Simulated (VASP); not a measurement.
Data:

```yaml
crystal:
  lattice:
    - [0.00000, 2.75910, 2.75910]
    - [2.75910, 0.00000, 2.75910]
    - [2.75910, 2.75910, 0.00000]
  atoms:
    - { symbol: Zn, position: [0.00000, 0.00000, 0.00000] }
    - { symbol: S, position: [0.25000, 0.25000, 0.25000] }
```

Method: PBE GGA, VASP's PBE PAW potentials (set 64) (plane waves; VASP). Run with 400 eV cut-off, 3×3×3 Γ-centred mesh, Gaussian smearing of 0.050 eV, potentials Zn S.

Gaps are read on the run's mesh, which can miss a band edge.

Task: Predict the energy per atom (σ→0), pressure, band gap (on the k-mesh) with the smallest direct gap where there is one.

Result: 
| Property | Result |
|---|---|
| band gap (on the k-mesh) | 1.81 eV |
| smallest direct gap (on the k-mesh) | 1.81 eV |
| energy per atom (σ→0) | -3.319 eV/atom |
| pressure | -1.71 GPa |

The compound is ZnS in the zinc blende structure. The cell was not relaxed at this level. The k-mesh is coarse (spacing up to 0.66 per Å, 2π included), so the numbers may not be converged in it. The run is one of a series of settings (KPOINTS 3×3×3 Γ-centred mesh against the base run), some of them coarse on purpose.
